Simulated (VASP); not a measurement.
**RuP (relaxed from the rock salt structure, space group Fm-3m): computed properties**

Method: PBEsol GGA, VASP's PBE PAW potentials (set 64) (plane waves; VASP).

```json
{
 "space_group": "Fm-3m (225)",
 "cell": "a = 4.8151 Å, b = 4.8151 Å, c = 4.8151 Å, α = 90.00°, β = 90.00°, γ = 90.00°",
 "volume_per_atom": "13.95 Å³/atom",
 "band gap (over mesh and band path)": "none (metal, semimetal or under 0.01 eV)",
 "density": "7.86 g/cm³"
}
```

```xyz
2
Lattice="0.0000 2.4075 2.4075 2.4075 0.0000 2.4075 2.4075 2.4075 0.0000" Properties=species:S:1:pos:R:3 pbc="T T T"
Ru     0.0000     0.0000     0.0000
P      2.4075     2.4075     2.4075
```

The structure was generated: RuP was put into the rock salt type (Fm-3m), which need not be its known phase. It was relaxed first, which changed the volume by -32 %. Symmetry was kept, so distortions that lower it aren't found. The electron count is odd and the run is not spin-polarised, which forces a metal.
